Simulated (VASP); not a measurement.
These are PBEsol GGA, VASP's PBE PAW potentials (set 64) (plane waves; VASP) values and carry that method's errors.

Gaps are without spin-orbit coupling.

```
Property                                              Value
---------------------------------------------  ------------
volume per atom                                9.33 Å³/atom
band gap (over mesh and band path)                  4.65 eV
smallest direct gap (over mesh and band path)       4.65 eV
Hill bulk modulus                                   161 GPa
Hill shear modulus                                  128 GPa
```

**Question.** Which relaxed crystal gives these values?
A. MgO, Fm-3m (225)
B. AlGaAs2, R3m (160)
C. GaSe, R3m (160)
D. SiGe, P6_3mc (186)

**Answer.** A, MgO, Fm-3m (225)
